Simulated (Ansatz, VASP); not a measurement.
# GaSb: VASP beside Ansatz, part 2 of 2

One calculation is typed for both programs; each brings its own data sets. How far apart do they land? The cell is taken from a series of runs on this material, whose earlier steps may have relaxed, scaled, displaced or heated it; both programs get it as it stands.

VASP 6.6.1 and Ansatz 0.2.0.

So far: Starting point; VASP: G0W0 gap, PBE0 form with 35 % exact exchange with an exact-exchange share of 0.35.

**3. Ansatz: G0W0 gap, PBE0 form with 35 % exact exchange with an exact-exchange share of 0.35**

Level of this step: Ansatz beside VASP: G0W0 on Kohn-Sham DFT, plane waves, PBE0 form with 35 % exact exchange (Ansatz).

Ansatz runs on its PAW soft_1 files.

The same cell, functional and mesh now go to Ansatz, which takes its cutoff from its data sets.

File input.yaml:

```yaml
crystal:
  lattice:
    - [0.0, 3.059, 3.059]
    - [3.059, 0.0, 3.059]
    - [3.059, 3.059, 0.0]
  atoms:
    - { symbol: Ga, position: [0.0, 0.0, 0.0] }
    - { symbol: Sb, position: [0.25, 0.25, 0.25] }
kpoints:
  mp_grid: { grid: [6, 6, 6] }
hamiltonian:
  xc: { exchange: pbe, correlation: pbe, exx: { coeff: 0.35 } }
  pseudopotentials: { kind: paw, azcp: { folder: soft_1 } }
scf:
  occupations: { method: fixed }
gw:
  n_empty_bands: 238
  ecut_chi: 150.0
  qp_bands: [v2, c2]
  qp_kpoints: band_edges
  screening: { model: contour_deformation }
```

On the command line:

```console
$ ansatz run input.yaml --threads 3 --pin off --max-ram 92160MiB --backend cuda --events-out ev --progress --plain --runs-dir out --devices 1 --max-vram 13GiB
```

Numbers of over 12 decimals in the logs are rounded to 6 here.

The log of the run:

```text
GPUs: using 1 of 1 available (devices: 1).
Engine: ansatz 0.2.0, x86_64-unknown-linux-gnu
Pseudopotentials: kind: paw
Pseudopotential: Ga, paw, valence charge 13, recommended cutoff 420 eV (normal), soft_1/Ga.paw.azcp
Pseudopotential: Sb, paw, valence charge 15, recommended cutoff 420 eV (normal), soft_1/Sb.paw.azcp
Functional definition: unnamed
  parameter a_1 = 0.35
  exchange = (1 - a_1)*pbe_x + a_1*exact_x
  correlation = pbe_c
davidson cushion auto → on  (no smearing: the cushion is to keep the highest requested band from converging to the state above it; pin scf.eigensolver.cushion to override)
device memory: the entry about to start is reckoned to put 0.6 GiB on a device that reports 34.7 GiB free (of which the cap on the GPU budget leaves the run 13.0 GiB)
GPU FFT provider: cuFFT
GPU libraries: cuBLAS 13.8.2, cuFFT 12.4.0, cuSOLVER 12.3.4
Crystal: 2 atoms, lattice volume = 57.249 Å³
Basis set: ecut = 420 eV, 1139 PW (Γ)
Bands: 18, of which v1, the nominal top of the filled ones, is band 14 counted from 1 (13 counted from 0)
Symmetry: 24 space group operations
Space group: F-43m (ITA 216), of the structure as read, at distance tolerance 3.9e-5 Å
k-points: 16 of 216 (time reversal used)
Non-local potential: Ga, projectors of the file, l = 0: 2, l = 1: 2, l = 2: 3, l = 3: 1
Non-local potential: Sb, projectors of the file, l = 0: 2, l = 1: 2, l = 2: 2, l = 3: 1
PAW form: soft (Blöchl's): semilocal exchange-correlation on the pseudo side does not see the compensation charge
PAW frozen core: Ga, regenerated for the run's functional, and the local potential with it (the file was generated under x = pbe(κ = 0.804, μ = 0.219515), c = pbe(β = 0.066725))
PAW frozen core: Sb, regenerated for the run's functional, and the local potential with it (the file was generated under x = pbe(κ = 0.804, μ = 0.219515), c = pbe(β = 0.066725))
PAW one-centre angular grid: Ga, 590 points (default); XC on 64 Gauss nodes
PAW one-centre angular grid: Sb, 590 points (default); XC on 64 Gauss nodes
Initial density: superposition of atomic densities (chi_scale 0.1, normalization cell, long waves kept (reshape's long-wave potential 0.00 eV rms))
Initial wavefunctions: pseudopotential atomic-orbital guess
GPU buffer pool allocated for 27000 grid points (all kernels)
GPU transforms: local potential and band sums: pruned to the plane-wave sphere, on 30×30×30
Functional: x = pbe(κ = 0.804, μ = 0.219515), c = pbe(β = 0.066725), warm-up for x = 0.65 pbe(κ = 0.804, μ = 0.219515) + 0.35 exact, c = pbe(β = 0.066725)
SCF iter   1: F=—  HF=-10267.896717 eV  |F-HF|=—  |Δ(HF+E_count)|=         —  Δρ=3.19e-2  dr2=4.06e-1  ethr=1.00e-1  ⟨swp⟩=5.1  Hψ=850  notcnv=0
preconditioner: auto → none  [insulator: Δε(μ)=0.001 eV  Ē_g=14.791 eV  n_scr=14 (ndim 8)  ℏωp=20.8 eV  f_vac=0.007]
SCF iter   2: F=—  HF=-10267.882834 eV  |F-HF|=—  |Δ(HF+E_count)|=   1.39e-2  Δρ=1.59e-2  dr2=8.45e-2  ethr=1.45e-3  ⟨swp⟩=4.5  Hψ=851  notcnv=0  defer=3
SCF iter   3: F=—  HF=-10267.888889 eV  |F-HF|=—  |Δ(HF+E_count)|=   6.05e-3  Δρ=4.71e-3  dr2=1.77e-2  ethr=3.02e-4  ⟨swp⟩=3.1  Hψ=762  notcnv=0
iter 4 solved again at ethr=9.83e-7 eV; its pass at ethr=6.33e-5 eV (dr2=2.75e-4 eV) is discarded
SCF iter   4: F=—  HF=-10267.881524 eV  |F-HF|=—  |Δ(HF+E_count)|=   7.37e-3  Δρ=8.04e-4  dr2=2.76e-4  ethr=9.83e-7  ⟨swp⟩=3.2  Hψ=1627  notcnv=0
SCF iter   5: F=—  HF=-10267.881445 eV  |F-HF|=—  |Δ(HF+E_count)|=   7.91e-5  Δρ=4.91e-4  dr2=5.42e-5  ethr=9.83e-7  ⟨swp⟩=3.1  Hψ=818  notcnv=0
SCF iter   6: F=—  HF=-10267.881460 eV  |F-HF|=—  |Δ(HF+E_count)|=   1.54e-5  Δρ=9.83e-5  dr2=2.96e-6  ethr=1.94e-7  ⟨swp⟩=3.5  Hψ=846  notcnv=0
SCF iter   7: F=—  HF=-10267.881459 eV  |F-HF|=—  |Δ(HF+E_count)|=   7.01e-7  Δρ=2.07e-5  dr2=2.01e-7  ethr=1.06e-8  ⟨swp⟩=4.0  Hψ=952  notcnv=0
SCF iter   8: F=-10267.881459 eV  HF=-10267.881459 eV  |F-HF|=1.75e-8  |Δ(HF+E_count)|=   9.77e-8  Δρ=6.23e-6  dr2=1.23e-8  ethr=7.18e-10  ⟨swp⟩=3.5  Hψ=777  notcnv=0
SCF 1 converged in 8 iterations: F = -10267.881459 eV  dr2 = 1.23e-8
  greatest PAW one-centre occupation: 0.995 electrons in one spin orbital (limit 2), on the Sb atom at site 1 (counted from 0), in its partial waves of l = 2
device memory: the entry about to start is reckoned to put 1.3 GiB on a device that reports 34.7 GiB free (of which the cap on the GPU budget leaves the run 13.0 GiB)
GPU FFT provider: cuFFT
GPU libraries: cuBLAS 13.8.2, cuFFT 12.4.0, cuSOLVER 12.3.4
Initial density: handed on by an earlier stage of this run
Initial wavefunctions: those handed on with the density
GPU buffer pool allocated for 27000 grid points (all kernels)
GPU transforms: local potential and band sums: pruned to the plane-wave sphere, on 30×30×30
Functional: x = 0.65 pbe(κ = 0.804, μ = 0.219515) + 0.35 exact, c = pbe(β = 0.066725)
[...]
hybrid outer 1: dexx = +3.854e-2 eV, tail = 2.39e-4 eV
GPU FFT provider: cuFFT
GPU libraries: cuBLAS 13.8.2, cuFFT 12.4.0, cuSOLVER 12.3.4
GPU buffer pool allocated for 27000 grid points (all kernels)
GPU transforms: local potential and band sums: pruned to the plane-wave sphere, on 30×30×30
[...]
NSCF: frozen V_eff on 1 k-points
device memory: the entry about to start is reckoned to put 0.3 GiB on a device that reports 42.4 GiB free (of which the cap on the GPU budget leaves the run 13.0 GiB)
NSCF: frozen V_eff on 1 k-points
hybrid SCF converged: 2 outer / 10 inner (+8 warm-up), last move |dexx| = 1.38e-5 eV, tail = 4.44e-7 eV
Stability not checked: this state was not tested for a lower state beside it, because the functional holds exact exchange (a hybrid, or Hartree-Fock), whose exchange loop this test does not read (fock_operator; see scf.lower_state_search)
Free energy (F): -10273.652266 eV
Frozen-core exchange: fock
Harris-Foulkes:  -10273.652266 eV  (|F-HF|=1.31e-8)
Internal energy: -10273.652266 eV  (E = F + TS)
E sigma→0 (E₀):  -10273.652266 eV
Fermi energy:    6.907720 eV
--- Per-component energies (eV) ---
  E_band       = -361.226250
  E_kinetic    = 273.056334
  E_local      = -3381.813747  (includes V_loc(G=0)·N_el)
  E_nonlocal   = 298.012512
  E_hartree    = 1739.249068
  E_xc         = -109.052333
  E_vxc        = -98.721341  (∫ρ·V_xc dr)
  E_exx        = -140.516300  (= α·E_x^exact, valence–valence)
  E_paw        = -6458.794141  (= ΣΔE_a)
  E_vpaw       = -649.224232  (= ΣTr[D̂ρ^β])
  E_aug_tail   = -0.000081  (compensation charges beyond the density's cutoff)
  E_ewald      = -2493.919138
  E_core_change = 0.125561  (= ΣΔE_core)
  E_smearing   = -0.000000  (= −TS)
  E_closure    = 0.000000  (closes the sum)
  Σ components = -10273.652266   (vs F -10273.652266, Δ=0.00e0)
--- Band table (eV; the first three rows and the last of 16) ---
  k-point 0: bands = [... 10 lower, -6.3201, 6.9077, 6.9077, 6.9077, 8.9106, 11.5151]
  k-point 1: bands = [... 10 lower, -5.9955, 4.0368, 6.4655, 6.4655, 9.7438, 12.1206]
  k-point 2: bands = [... 10 lower, -5.1213, 1.0224, 5.8299, 5.8299, 9.2598, 12.6037]
  k-point 15: bands = [... 10 lower, -3.4046, -0.7666, 3.2366, 3.4507, 11.3251, 11.5171]
  guard bands above this table: 2 of the run's 18 bands. The solve was not asked for them (output.publish_guard_bands: true or output.eigenvalues: true publishes all)
--- G₀W₀: contour deformation, 7 samples at zero and on the imaginary axis and 2 off it, 216 q-points, 238 empty bands' worth ---
  eigenvalues of the whole cell's RPA ε∞ on this k-mesh (on a slab, of 1 + 4πα/V) = 10.3602, 10.3602, 10.3602; static W/v taken at q = 0 is 0.096524
  bands read: the sum over 252 bands ends inside a degenerate multiplet in 1 slot, whose members it reads at an even weight; the widest, k=4: bands 252 to 253 (counted from 1) at 1/2 each
  gw.qp_kpoints: band_edges: 8 of 16 stored k-points solved, in 1 pass; an edge of the gap read off the rows below is read off those points alone
    valence top: of the k-points left out ik 8 came nearest to being solved in a further pass, in band 14 (counted from 1, as in the quasiparticle table): it holds the edge there only if its correction is more favourable than any solved in that band by at least 0.480 eV; those differ by 0.141 eV
    conduction bottom: of the k-points left out ik 10 came nearest to being solved in a further pass, in band 15 (counted from 1, as in the quasiparticle table): it holds the edge there only if its correction is more favourable than any solved in that band by at least 0.834 eV; those differ by 0.120 eV
    ik  band        ε_KS         Σx   Σc(E_QP)       V_xc       Z   E_QP_lin       E_QP  E_QP is
     0    13      6.9077   -15.2633     0.5156   -14.9056  0.8150     7.0654     7.0656  root
     0    14      6.9077   -15.2633     0.5156   -14.9056  0.8150     7.0654     7.0656  root
     0    15      8.9106   -11.5392    -3.7084   -14.8143  0.8187     8.4788     8.4774  root
     0    16     11.5151    -7.3941    -3.7249   -10.5467  0.8082    10.9462    10.9427  root
     1    13      6.4655   -15.0021     0.6009   -14.5752  0.8127     6.6392     6.6395  root
     1    14      6.4655   -15.0021     0.6009   -14.5752  0.8127     6.6392     6.6395  root
     1    15      9.7438    -9.6112    -3.6075   -12.7309  0.8164     9.2579     9.2559  root
     1    16     12.1206    -7.4943    -3.8628   -10.7546  0.8032    11.5222    11.5180  root
     2    13      5.8299   -14.8713     0.7847   -14.2925  0.8084     6.0354     6.0358  root
     2    14      5.8299   -14.8713     0.7847   -14.2925  0.8084     6.0354     6.0358  root
     2    15      9.2598    -9.0986    -3.4876   -12.0973  0.8194     8.7728     8.7709  root
     2    16     12.6037    -6.9819    -3.9624   -10.3091  0.8008    11.9738    11.9686  root
     3    13      5.5848   -14.8597     0.8632   -14.2123  0.8067     5.8001     5.8005  root
     3    14      5.5848   -14.8597     0.8632   -14.2123  0.8067     5.8001     5.8005  root
     3    15      9.0466    -9.1353    -3.4415   -12.0904  0.8204     8.5621     8.5602  root
     3    16     12.5583    -6.6869    -3.9287    -9.9794  0.8029    11.9273    11.9222  root
     4    13      5.7635   -14.6265     0.7617   -14.0697  0.8084     5.9680     5.9683  root
     4    14      5.7635   -14.6265     0.7617   -14.0697  0.8084     5.9680     5.9683  root
     4    15     10.3021    -7.7972    -3.5255   -10.7817  0.8150     9.7638     9.7611  root
     4    16     11.5025    -9.1872    -3.9043   -12.5133  0.8091    10.9277    10.9243  root
     6    13      4.0258   -14.3742     1.1782   -13.4932  0.7937     4.3219     4.3230  root
     6    14      5.0505   -14.6372     0.9992   -13.8784  0.8026     5.2903     5.2908  root
     6    15     10.3614    -8.2614    -3.5970   -11.3052  0.8155     9.8111     9.8082  root
     6    16     12.5156    -6.9940    -4.0080   -10.3449  0.8016    11.8641    11.8585  root
     9    13      4.4202   -14.4584     1.1826   -13.5522  0.7965     4.6956     4.6965  root
     9    14      4.4202   -14.4584     1.1826   -13.5522  0.7965     4.6956     4.6965  root
     9    15      9.4784    -7.0968    -3.3415    -9.8947  0.8213     8.9373     8.9347  root
     9    16     10.7728    -6.5036    -3.6846    -9.5648  0.8170    10.1533    10.1494  root
    12    13      3.9345   -14.4361     1.3388   -13.3961  0.7915     4.2321     4.2333  root
    12    14      3.9345   -14.4361     1.3388   -13.3961  0.7915     4.2321     4.2333  root
    12    15      9.4427    -7.2436    -3.3577   -10.0564  0.8208     8.9004     8.8978  root
    12    16      9.7583    -6.1306    -3.4509    -8.9742  0.8236     9.1544     9.1511  root
```

Reading the cycles: dr2 is the Hartree energy of the density residual (eV), the measure of convergence; HF is the Harris–Foulkes estimate of the energy, which meets the free energy F at convergence.

**4. Comparison**

Known differences besides the potentials themselves: exact exchange at q = 0 is treated differently, which shows on coarse meshes; VASP keeps PBE cores, Ansatz makes them for the functional; fixed occupations in Ansatz, narrow Gaussian smearing in VASP; the cutoff is 420 eV in Ansatz and 430 eV in VASP; Ansatz integrates over frequency by contour deformation, VASP on a grid of NOMEGA points; Ansatz's G0W0 levels solve the quasiparticle equation, VASP's are linearised. Total energies have different zeros and are not compared.

The two programs side by side:

| quantity | Ansatz | VASP | difference |
| --- | --- | --- | --- |
| G0W0 gap on the mesh (eV) | 1.41 | 1.51 | -0.10 |
| Kohn-Sham gap under it (eV) | 2.00 | 2.04 | -0.03 |

**5. Outcome**

- difference in G0W0 gap on the mesh (G0W0 gap, PBE0 form with 35 % exact exchange with an exact-exchange share of 0.35): -0.098 eV

The difference in G0W0 gap on the mesh is -0.098 eV (G0W0 gap, PBE0 form with 35 % exact exchange with an exact-exchange share of 0.35). Such differences can come from data sets, numerical settings and the points named under the comparisons, not from the functional's error against experiment.

[Lines on the potential files, build, host, timing and source positions are cut from VASP's logs without a mark.]

[Logs are printed without paths, hosts, clocks, repeated set-up lines and the standing remarks that a program may print on its own settings, such as how far it seeks lower states.]

[Hosts, paths, dates, database ids (printed as entryN), source tags and the programs' standing remarks are cut or masked in the printed files.]
